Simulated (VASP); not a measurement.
Consider the following.

```
CELL_PARAMETERS angstrom
      0.00000     3.30314     3.30314
      3.30314     0.00000     3.30314
      3.30314     3.30314     0.00000
ATOMIC_POSITIONS crystal
  Cd 0.00000 0.00000 0.00000
  Te 0.25000 0.25000 0.25000
```

Level of theory: PBE GGA with spin-orbit coupling, VASP's PBE PAW potentials (set 64) (plane waves; VASP). Run with 400 eV cut-off, 6×6×6 Γ-centred mesh, Gaussian smearing of 0.050 eV, potentials Cd Te.

Question: Predict the energy per atom (σ→0), band gap (on the k-mesh) with the smallest direct gap where there is one.

Answer: 
```json
{
 "band gap (on the k-mesh)": "0.33 eV",
 "smallest direct gap (on the k-mesh)": "0.33 eV",
 "energy per atom (σ→0)": "-2.466 eV/atom"
}
```

The structure comes from a computed database's CdTe entry (F-43m); how it stands against other phases isn't given here. It was relaxed first.
